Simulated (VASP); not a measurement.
Input:

```
CELL_PARAMETERS angstrom
      0.00000     2.80323     2.80323
      2.80323     0.00000     2.80323
      2.80323     2.80323     0.00000
ATOMIC_POSITIONS crystal
  Ag 0.00000 0.00000 0.00000
  Cl 0.50000 0.50000 0.50000
```

Calculation: PBE GGA, VASP's PBE PAW potentials (set 64) (plane waves; VASP). Numerical set-up: 520 eV cut-off, Gaussian smearing of 0.050 eV, potentials Ag Cl.

Give the energies of bands 2 to 11 at the high-symmetry points, in eV from the valence-band maximum.

```csv
band,Γ,X,U,L,W
2,-2.31,-4.09,-3.99,-4.97,-3.98
3,-2.31,-2.89,-3.94,-3.95,-3.77
4,-2.31,-2.89,-3.59,-3.95,-3.77
5,-2.27,-2.61,-2.19,-1.98,-1.89
6,-2.27,-2.10,-1.92,-1.98,-1.89
7,-2.19,-1.87,-1.76,-1.68,-1.88
8,-2.19,-1.87,-1.58,0.00,-1.86
9,-2.19,-1.80,-0.98,0.00,-1.10
10,0.92,2.43,3.62,4.33,4.16
11,10.87,8.07,7.27,6.36,7.89
```

The gap is indirect, 0.92 eV, from the valence maximum at L to the conduction minimum at Γ.

The compound is AgCl in the rock salt structure. It was relaxed first.
